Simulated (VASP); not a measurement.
```yaml
crystal:
  lattice:
    - [4.66140, 0.00000, 0.00000]
    - [0.00000, 4.66140, 0.00000]
    - [0.00000, 0.00000, 4.66140]
  atoms:
    - { symbol: Cs, position: [0.00000, 0.00000, 0.00000] }
    - { symbol: I, position: [0.50000, 0.50000, 0.50000] }
```

Level of theory: PBE GGA, VASP's PBE PAW potentials (set 64) (plane waves; VASP). Run with 600 eV cut-off, 5×5×5 Γ-centred mesh, Gaussian smearing of 0.050 eV, potentials Cs_sv I.

Problem. Predict the energy per atom (σ→0).

Solution. 
```yaml
energy per atom (σ→0): -2.721 eV/atom
```

The compound is CsI in the CsCl type structure. The cell was not relaxed at this level. The run is one of a series of settings (ENCUT = 600 against the base run), some of them coarse on purpose.
